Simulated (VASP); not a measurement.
Method: LDA (Ceperley-Alder, Perdew-Zunger), VASP's LDA PAW potentials (set 64) (plane waves; VASP).

A VASP calculation is set up with these files.

INCAR:
```
! general
SYSTEM  = SnSe2
PREC    = Accurate
ENCUT   = 480
LREAL   = .FALSE.
LASPH   = .TRUE.

! electronic loop
EDIFF   = 1E-6
NELM    = 100
ALGO    = Normal
LMAXMIX = 4

! smearing
ISMEAR  = 0
SIGMA   = 0.05

! ions
IBRION  = 2
NSW     = 60
ISIF    = 3
EDIFFG  = -0.02

! output
LWAVE   = .FALSE.
LCHARG  = .FALSE.
```

**KPOINTS**
```
Automatic mesh
0
Gamma
6 6 4
0 0 0
```

**POSCAR**
```
SnSe2
1
    3.8037471958    -0.0000000000    -0.0000000000
   -1.9018735979     3.2941419116     0.0000000000
    0.0000000000    -0.0000000000     5.9794542751
Sn Se
1 2
Direct
  1.0000000000   0.0000000000   1.0000000000
  0.3333330000   0.6666670000   0.2627981469
  0.6666670000   0.3333330000   0.7372018531
```

POTCAR, in this order: Sn_d Se (LDA.64 set). Program: vasp_std.

The run wrote:

OSZICAR:
```
       N       E                     dE             d eps       ncg     rms          rms(c)
DAV:   1     0.188384647178E+03    0.18838E+03   -0.12030E+04   818   0.163E+03
DAV:   2     0.697814915449E+01   -0.18141E+03   -0.17836E+03   888   0.383E+02
DAV:   3    -0.134248188598E+02   -0.20403E+02   -0.19538E+02  1053   0.118E+02
DAV:   4    -0.140602801915E+02   -0.63546E+00   -0.63462E+00  1000   0.215E+01
DAV:   5    -0.140742205203E+02   -0.13940E-01   -0.13939E-01  1239   0.337E+00    0.526E+00
DAV:   6    -0.138146942184E+02    0.25953E+00   -0.59402E-01  1207   0.852E+00    0.336E+00
DAV:   7    -0.137825184997E+02    0.32176E-01   -0.14534E-01  1003   0.260E+00    0.949E-01
DAV:   8    -0.137793434004E+02    0.31751E-02   -0.10183E-02  1021   0.106E+00    0.257E-01
DAV:   9    -0.137791042735E+02    0.23913E-03   -0.10380E-03   893   0.250E-01    0.745E-02
DAV:  10    -0.137791026491E+02    0.16244E-05   -0.96869E-05  1100   0.726E-02    0.261E-02
DAV:  11    -0.137791045685E+02   -0.19194E-05   -0.13197E-05   889   0.227E-02    0.493E-03
DAV:  12    -0.137791043604E+02    0.20805E-06   -0.87972E-07   591   0.752E-03
   1 F= -.13779104E+02 E0= -.13779104E+02  d E =-.137791E+02
       N       E                     dE             d eps       ncg     rms          rms(c)
DAV:   1    -0.137793931589E+02   -0.28859E-03   -0.20733E-02   826   0.649E-01    0.430E-02
DAV:   2    -0.137794797616E+02   -0.86603E-04   -0.10465E-03  1080   0.162E-01    0.123E-02
DAV:   3    -0.137794773103E+02    0.24513E-05   -0.11736E-05   930   0.262E-02    0.907E-03
DAV:   4    -0.137794765453E+02    0.76495E-06   -0.24550E-06   831   0.962E-03
   2 F= -.13779477E+02 E0= -.13779477E+02  d E =-.372185E-03
       N       E                     dE             d eps       ncg     rms          rms(c)
DAV:   1    -0.137795176208E+02   -0.40311E-04   -0.27251E-02   821   0.744E-01    0.506E-02
DAV:   2    -0.137796296276E+02   -0.11201E-03   -0.13605E-03  1074   0.185E-01    0.142E-02
DAV:   3    -0.137796265259E+02    0.31017E-05   -0.15571E-05   927   0.302E-02    0.101E-02
DAV:   4    -0.137796256164E+02    0.90944E-06   -0.31461E-06   967   0.107E-02
   3 F= -.13779626E+02 E0= -.13779626E+02  d E =-.521256E-03
       N       E                     dE             d eps       ncg     rms          rms(c)
DAV:   1    -0.137800712730E+02   -0.44475E-03   -0.11096E-02  1013   0.137E+00    0.898E-02
DAV:   2    -0.137798655985E+02    0.20567E-03   -0.60239E-04  1029   0.374E-01    0.434E-02
DAV:   3    -0.137798019854E+02    0.63613E-04   -0.18450E-04  1026   0.210E-01    0.887E-03
DAV:   4    -0.137798007790E+02    0.12064E-05   -0.10276E-05  1016   0.299E-02    0.509E-03
DAV:   5    -0.137798000238E+02    0.75522E-06   -0.53312E-07   454   0.908E-03
   4 F= -.13779800E+02 E0= -.13779800E+02  d E =-.174407E-03
       N       E                     dE             d eps       ncg     rms          rms(c)
DAV:   1    -0.137826362884E+02   -0.28355E-02   -0.99919E-02  1011   0.411E+00    0.270E-01
DAV:   2    -0.137807742141E+02    0.18621E-02   -0.54724E-03  1027   0.113E+00    0.131E-01
DAV:   3    -0.137801995308E+02    0.57468E-03   -0.16659E-03  1022   0.632E-01    0.269E-02
DAV:   4    -0.137801885978E+02    0.10933E-04   -0.93229E-05  1003   0.901E-02    0.153E-02
DAV:   5    -0.137801819816E+02    0.66162E-05   -0.59470E-06  1153   0.271E-02    0.466E-03
DAV:   6    -0.137801816099E+02    0.37172E-06   -0.82245E-07   462   0.108E-02
   5 F= -.13780182E+02 E0= -.13780182E+02  d E =-.555993E-03
       N       E                     dE             d eps       ncg     rms          rms(c)
DAV:   1    -0.137901481038E+02   -0.99661E-02   -0.39994E-01  1019   0.819E+00    0.542E-01
DAV:   2    -0.137826569397E+02    0.74912E-02   -0.21968E-02  1025   0.227E+00    0.262E-01
DAV:   3    -0.137803575601E+02    0.22994E-02   -0.66726E-03  1030   0.127E+00    0.540E-02
DAV:   4    -0.137803141446E+02    0.43415E-04   -0.37122E-04  1008   0.181E-01    0.308E-02
DAV:   5    -0.137802879613E+02    0.26183E-04   -0.23590E-05  1127   0.542E-02    0.945E-03
DAV:   6    -0.137802864506E+02    0.15107E-05   -0.36563E-06   862   0.211E-02    0.295E-03
DAV:   7    -0.137802863957E+02    0.54916E-07   -0.28117E-07   426   0.512E-03
   6 F= -.13780286E+02 E0= -.13780286E+02  d E =-.660779E-03
       N       E                     dE             d eps       ncg     rms          rms(c)
DAV:   1    -0.137817354898E+02   -0.14490E-02   -0.56550E-02  1011   0.312E+00    0.203E-01
DAV:   2    -0.137806890365E+02    0.10465E-02   -0.30856E-03  1027   0.846E-01    0.990E-02
DAV:   3    -0.137803621549E+02    0.32688E-03   -0.94125E-04  1030   0.476E-01    0.201E-02
DAV:   4    -0.137803558669E+02    0.62880E-05   -0.52529E-05  1005   0.674E-02    0.112E-02
DAV:   5    -0.137803520685E+02    0.37984E-05   -0.32638E-06   966   0.205E-02    0.347E-03
DAV:   6    -0.137803518597E+02    0.20883E-06   -0.52430E-07   430   0.862E-03
   7 F= -.13780352E+02 E0= -.13780352E+02  d E =-.726243E-03
       N       E                     dE             d eps       ncg     rms          rms(c)
DAV:   1    -0.137810342493E+02   -0.68218E-03   -0.25112E-02   832   0.130E+00    0.117E-01
DAV:   2    -0.137807451300E+02    0.28912E-03   -0.14650E-03   940   0.450E-01    0.677E-02
DAV:   3    -0.137806135934E+02    0.13154E-03   -0.28024E-04  1002   0.235E-01    0.253E-02
DAV:   4    -0.137806021849E+02    0.11409E-04   -0.40282E-05  1163   0.730E-02    0.823E-03
DAV:   5    -0.137806014929E+02    0.69198E-06   -0.49651E-06   930   0.213E-02
   8 F= -.13780601E+02 E0= -.13780601E+02  d E =-.249633E-03
       N       E                     dE             d eps       ncg     rms          rms(c)
DAV:   1    -0.137824516074E+02   -0.18494E-02   -0.87064E-02   840   0.242E+00    0.218E-01
DAV:   2    -0.137814515848E+02    0.10000E-02   -0.50734E-03   941   0.812E-01    0.126E-01
DAV:   3    -0.137809956459E+02    0.45594E-03   -0.94723E-04  1027   0.429E-01    0.471E-02
DAV:   4    -0.137809558374E+02    0.39809E-04   -0.13555E-04  1163   0.136E-01    0.152E-02
DAV:   5    -0.137809535406E+02    0.22967E-05   -0.16449E-05  1224   0.392E-02    0.656E-03
DAV:   6    -0.137809531939E+02    0.34671E-06   -0.23419E-06   641   0.142E-02
   9 F= -.13780953E+02 E0= -.13780953E+02  d E =-.601334E-03
       N       E                     dE             d eps       ncg     rms          rms(c)
DAV:   1    -0.137871944551E+02   -0.62409E-02   -0.34872E-01   832   0.484E+00    0.437E-01
DAV:   2    -0.137831988861E+02    0.39956E-02   -0.20437E-02   941   0.151E+00    0.252E-01
DAV:   3    -0.137813636102E+02    0.18353E-02   -0.36241E-03  1034   0.813E-01    0.940E-02
DAV:   4    -0.137812038237E+02    0.15979E-03   -0.52063E-04  1172   0.270E-01    0.303E-02
DAV:   5    -0.137811952860E+02    0.85378E-05   -0.60046E-05  1223   0.756E-02    0.133E-02
DAV:   6    -0.137811938970E+02    0.13890E-05   -0.94697E-06   882   0.276E-02    0.274E-03
DAV:   7    -0.137811938765E+02    0.20477E-07   -0.65719E-07   467   0.788E-03
  10 F= -.13781194E+02 E0= -.13781194E+02  d E =-.842017E-03
```

File OUTCAR:
```
------------------------ aborting loop because EDIFF is reached ----------------------------------------
  FORCE on cell =-STRESS in cart. coord.  units (eV):
  Direction    XX          YY          ZZ          XY          YZ          ZX
  --------------------------------------------------------------------------------------
  Total        0.0412365      0.0412365      0.0594755     -0.0000000     -0.0000000     -0.0000000
  in kB        0.8949479      0.8949480      1.2907837     -0.0000000     -0.0000000     -0.0000000
  external PRESSURE =       1.0268932 kB  Pullay stress =       0.0000000 kB
  volume of cell :       73.82
      direct lattice vectors                 reciprocal lattice vectors
     3.806209339 -0.000000000 -0.000000000     0.262728587  0.151686411 -0.000000000
    -1.903104669  3.296274190  0.000000000     0.000000000  0.303372821 -0.000000000
    -0.000000000  0.000000000  5.884084070     0.000000000 -0.000000000  0.169949985
 POSITION                                       TOTAL-FORCE (eV/Angst)
 -----------------------------------------------------------------------------------
      1.90310      3.29627      0.00000        -0.000000     -0.000000      0.000000
     -0.00000      2.19752      1.57414        -0.000000      0.000000      0.017832
      1.90311      1.09876      4.30994         0.000000     -0.000000     -0.017832
 -----------------------------------------------------------------------------------
    total drift:                               -0.000000      0.000000      0.000000
  FREE ENERGIE OF THE ION-ELECTRON SYSTEM (eV)
  ---------------------------------------------------
  free  energy   TOTEN  =       -13.7811938765 eV

  energy  without entropy=      -13.7811938765  energy(sigma->0) =      -13.78119388

 reached required accuracy - stopping structural energy minimisation
```
(Selected blocks of OUTCAR.)

File CONTCAR:
```
SnSe2
   1.00000000000000
     3.8062093386379705   -0.0000000000000000   -0.0000000000000000
    -1.9031046693189853    3.2962741902412742    0.0000000000000002
    -0.0000000000000000    0.0000000000000001    5.8840840697853105
  Sn              Se
     1     2
Direct
     1.0000000000000000    1.0000000000000000    0.0000000000000000
     0.3333330000000032    0.6666669999999968    0.2675253359445555
     0.6666669999999968    0.3333330000000032    0.7324746640554445
```

The compound is SnSe2 in the 1T layered structure. This run relaxes it. Symmetry was kept, so distortions that lower it aren't found. The start is the result of an earlier pass.
